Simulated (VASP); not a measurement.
Crystal: Si2Mo.

```
CELL_PARAMETERS angstrom
-1.60000 1.60000 3.93050
1.60000 -1.60000 3.93050
1.60000 1.60000 -3.93050
ATOMIC_POSITIONS crystal
Si 0.33300 0.33300 0.00000
Si 0.66700 0.66700 0.00000
Mo 0.00000 0.00000 0.00000
```

```yaml
Program: VASP 6.6.1
Task: relaxation of cell and atoms
Functional: PBE
Potentials_or_basis: VASP PAW PBE potentials, release 64 (Si, Mo_sv)
Cutoff: 520 eV
k_mesh: 15 × 15 × 15
Occupations: gaussian, width 0.1 eV
Spin: no spin polarisation
```

At the start: pressure 2.4 GPa; volume 13.42 Å³/atom.

How do energy, volume and symmetry change on relaxing?

Over 6 steps the energy falls by 2.9 meV/atom and the volume is 13.59 Å³/atom (+1.3 %); space group I4/mmm (No. 139, to 0.05 Å).

Step by step:
```csv
step,energy change (eV),largest force (eV/Å),pressure (GPa),volume (Å³)
1,0.0000,0.2801,2.41,40.25
2,-0.0017,0.0891,-3.26,41.43
3,-0.0069,0.1759,-0.71,40.87
4,-0.0087,0.0151,0.14,40.75
5,-0.0088,0.0144,0.01,40.77
6,-0.0088,0.0038,0.01,40.77
```

Final structure:
```xyz
3
Lattice="-1.6087 1.6087 3.9380 1.6087 -1.6087 3.9380 1.6087 1.6087 -3.9380" Properties=species:S:1:pos:R:3 pbc="T T T"
Si    0.0000    0.0000    2.6395
Si    0.0000    0.0000    5.2366
Mo    0.0000    0.0000    7.8761
```
